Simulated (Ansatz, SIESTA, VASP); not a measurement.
Zn7Tc (P1, 8 atoms in the cell) computed with different codes at matched settings

Self-consistent single point, at a second geometry (atoms moved at random). First geometry:

```xyz
8
Lattice="0.0000 3.8229 3.8229 3.8229 0.0000 3.8229 3.8229 3.8229 0.0000" Properties=species:S:1:pos:R:3 pbc="T T T"
Zn     0.0000     1.9115     1.9115
Zn     1.9115     3.8229     1.9115
Zn     3.8229     1.9115     1.9115
Zn     1.9115     0.0000     1.9115
Zn     1.9115     1.9115     3.8229
Zn     1.9115     1.9115     0.0000
Zn     3.8229     3.8229     3.8229
Tc     0.0000     0.0000     0.0000
```

Second geometry:
```xyz
8
Lattice="0.0000 3.8229 3.8229 3.8229 0.0000 3.8229 3.8229 3.8229 0.0000" Properties=species:S:1:pos:R:3 pbc="T T T"
Zn     0.0036     1.9611     1.8732
Zn     1.9613     3.8274     1.9101
Zn     3.8209     1.9325     1.9136
Zn     1.9117    -0.0994     1.9748
Zn     1.8895     1.9337     3.7875
Zn     1.9147     1.9052    -0.0110
Zn     3.7871     3.7867     3.8379
Tc     0.0028     0.0446     0.0054
```

Shared settings, as Ansatz (a program for electronic structure) writes them: kpoints.mp_grid.grid = 6 6 6; scf.occupations.method = fermi_dirac; scf.occupations.width = 0.1 eV. Potentials and cutoffs stand in the table.

```
code                                                                                                                            model  ΔF from the first geometry (meV/atom)  pressure (GPa)  largest force (eV/Å)       cutoff
------  -----------------------------------------------------------------------------------------------------------------------------  -------------------------------------  --------------  --------------------  -----------
VASP                                                                                       PBEsol, VASP's PBE PAW potentials (set 64)                                    9.0           -1.41                 0.661       300 eV
Ansatz                                                                                                              PBEsol, PAW files                                    9.0           -1.68                 0.655       500 eV
SIESTA  GGA PBEsol, numerical atomic orbitals DZP, PseudoDojo PBEsol standard norm-conserving potentials (rewritten from UPF to PSML)                                   14.4          -12.90                     –  grid 400 Ry
```

Size of the force on each atom (eV/Å): Sizes of forces hide their directions.

| code | Zn1 | Zn2 | Zn3 | Zn4 | Zn5 | Zn6 | Zn7 | Tc8 |
|---|---|---|---|---|---|---|---|---|
| VASP | 0.389 | 0.280 | 0.273 | 0.661 | 0.225 | 0.276 | 0.313 | 0.314 |
| Ansatz | 0.380 | 0.277 | 0.270 | 0.655 | 0.220 | 0.272 | 0.305 | 0.313 |

A dash marks a value that a program does not give, or that is left out as unsure.

On Ansatz's run: spin polarisation is off.

The spread over the programs that give each value: ΔF from the first geometry within 5.4 meV/atom; pressure within 11.49 GPa; largest force within 0.006 eV/Å.

SIESTA uses small atom-centred bases, whose incompleteness enters pressures, forces and empty levels differently from a plane-wave cutoff. Ansatz's pressure is given at a fixed set of plane waves, as the other plane-wave codes print theirs; with its correction for the finite basis it is -1.64 GPa. In the pressure, SIESTA (by 11.36) lies more than 1 GPa from the median of the plane-wave programs.

VASP's run is marked for a possible Pulay error in its stress at this cutoff; no cutoff test was made.

The starting cell comes from a database of computed structures (which also holds hypothetical and non-ambient phases and stackings), without a prior relaxation at this level. For this run, on top of that: atoms moved at random.

Keys are those of Ansatz 0.2.
